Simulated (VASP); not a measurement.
Consider the following.

```xyz
4
Lattice="-1.9285 1.9285 4.2956 1.9285 -1.9285 4.2956 1.9285 1.9285 -4.2956" Properties=species:S:1:pos:R:3 pbc="T T T"
Mo     0.0000     0.0000     4.2956
Mo     0.0000     1.9285     2.1478
Mo     1.9285     0.0000     2.1478
Ir     0.0000     0.0000     0.0000
```

Method: PBE GGA, VASP's PBE PAW potentials (set 64) (plane waves; VASP 6.6.1). Run with 300 eV cut-off, 6×6×6 Γ-centred mesh, Fermi-Dirac smearing of 0.10 eV, potentials Mo_sv Ir.

At this cut-off the stress carries a Pulay error, which pulls relaxed volumes low. Energy and stress use the plane-wave basis of the starting cell.

Task: The ions, cell shape and volume are relaxed. Predict the relaxed structure.

Result: 
```xyz
4
Lattice="-1.9647 1.9647 4.0135 1.9647 -1.9647 4.0135 1.9647 1.9647 -4.0135" Properties=species:S:1:pos:R:3 pbc="T T T"
Mo     0.0000     0.0000     4.0135
Mo     0.0000     1.9647     2.0067
Mo     1.9647     0.0000     2.0067
Ir     0.0000     0.0000     0.0000
```
Space group I4/mmm (139), at a tolerance of 0.03 Å.

Task: How do energy and volume change from the first to the last step?

Result: The energy (σ→0) changes by -45.6 meV/atom and the volume by -3.0 %, in 8 ionic steps.

The structure was generated: Mo3Ir was put into an ordered model structure, which need not be its known phase. This run relaxes it. Symmetry was kept, so distortions that lower it aren't found. The k-mesh is coarse (spacing up to 0.38 per Å, 2π included), so the numbers may not be converged in it. The run is one of a series of settings (EDIFFG = -0.01, IBRION = 2, ISIF = 3, NSW = 50 against the base run), some of them coarse on purpose. The electron count is odd and the run is not spin-polarised, which forces a metal.
